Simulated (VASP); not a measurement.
A run of VASP 6.6.1 is set up as follows.

INCAR

```
PREC     = Accurate       # precision mode
ENCUT    = 600            # plane-wave cutoff, eV
EDIFF    = 1E-6           # SCF threshold, eV
ISMEAR   = 0              # smearing method
SIGMA    = 0.03           # smearing width, eV
LREAL    = Auto         
LASPH    = T              # aspherical terms in the spheres
NELM     = 80             # most SCF steps
ALGO     = Normal         # electronic algorithm
ISIF     = 3              # what is computed and relaxed
LWAVE    = F              # write WAVECAR
LCHARG   = F              # write CHGCAR
GGA      = PS             # functional
IBRION   = 2              # ionic algorithm
NSW      = 90             # ionic steps
EDIFFG   = -0.01          # ionic threshold
KPAR     = 4
```

The input KPOINTS:

```
Automatic mesh
0
Gamma
  4 4 4
```

Contents of POSCAR:

```
Sc7AlF24
1.0
   -7.9346967900      0.0000000000      0.0000000000
    0.0000000000      0.0000000000      7.9346967900
    0.0000000000      7.9346967900      0.0000000000
Al Sc F
1 7 24
Direct
    0.5000000000      0.0000000000      0.0000000000
    0.5000000000      0.5000000000      0.0000000000
    0.5000000000      0.0000000000      0.5000000000
    0.5000000000      0.5000000000      0.5000000000
    0.0000000000      0.0000000000      0.0000000000
    0.0000000000      0.5000000000      0.0000000000
    0.0000000000      0.0000000000      0.5000000000
    0.0000000000      0.5000000000      0.5000000000
    0.2500000000      0.0000000000      0.0000000000
    0.2500000000      0.5000000000      0.0000000000
    0.2500000000      0.0000000000      0.5000000000
    0.2500000000      0.5000000000      0.5000000000
    0.7500000000      0.0000000000      0.0000000000
    0.7500000000      0.5000000000      0.0000000000
    0.7500000000      0.0000000000      0.5000000000
    0.7500000000      0.5000000000      0.5000000000
    0.5000000000      0.0000000000      0.2500000000
    0.5000000000      0.5000000000      0.2500000000
    0.5000000000      0.0000000000      0.7500000000
    0.5000000000      0.5000000000      0.7500000000
    0.0000000000      0.0000000000      0.2500000000
    0.0000000000      0.5000000000      0.2500000000
    0.0000000000      0.0000000000      0.7500000000
    0.0000000000      0.5000000000      0.7500000000
    0.5000000000      0.2500000000      0.0000000000
    0.5000000000      0.7500000000      0.0000000000
    0.5000000000      0.2500000000      0.5000000000
    0.5000000000      0.7500000000      0.5000000000
    0.0000000000      0.2500000000      0.0000000000
    0.0000000000      0.7500000000      0.0000000000
    0.0000000000      0.2500000000      0.5000000000
    0.0000000000      0.7500000000      0.5000000000
```

Potentials or basis: VASP PAW PBE potentials, release 64 (Al, Sc_sv, F).

Run with:

```bash
$ cat potpaw_PBE.64/Al/POTCAR potpaw_PBE.64/Sc_sv/POTCAR potpaw_PBE.64/F/POTCAR > POTCAR
$ mpirun -np 4 vasp_std > vasp.out
```

Task: Estimate the relaxed cell.

Result: a = 7.960 Å, b = 7.960 Å, c = 7.960 Å, α = 90.00°, β = 90.00°, γ = 90.00°.

Task: Predict the space group after relaxing (to 0.05 Å).

Result: Pm-3m (No. 221).

Step by step:
| step | energy change (eV) | largest force (eV/Å) | pressure (GPa) | volume (Å³) |
| --- | --- | --- | --- | --- |
| 1 | 0.0000 | 2.3721 | 1.50 | 499.56 |
| 2 | -0.8426 | 0.1201 | -1.09 | 510.20 |
| 3 | -0.8426 | 0.1207 | -1.10 | 510.25 |
| 4 | -0.8634 | 0.0963 | 0.38 | 502.62 |
| 5 | -0.8670 | 0.0366 | -0.04 | 504.73 |
| 6 | -0.8670 | 0.0389 | -0.03 | 504.62 |
| 7 | -0.8673 | 0.0042 | 0.01 | 504.44 |

Caveat: the PAW data sets were made with another functional, which shifts forces and pressure a little.
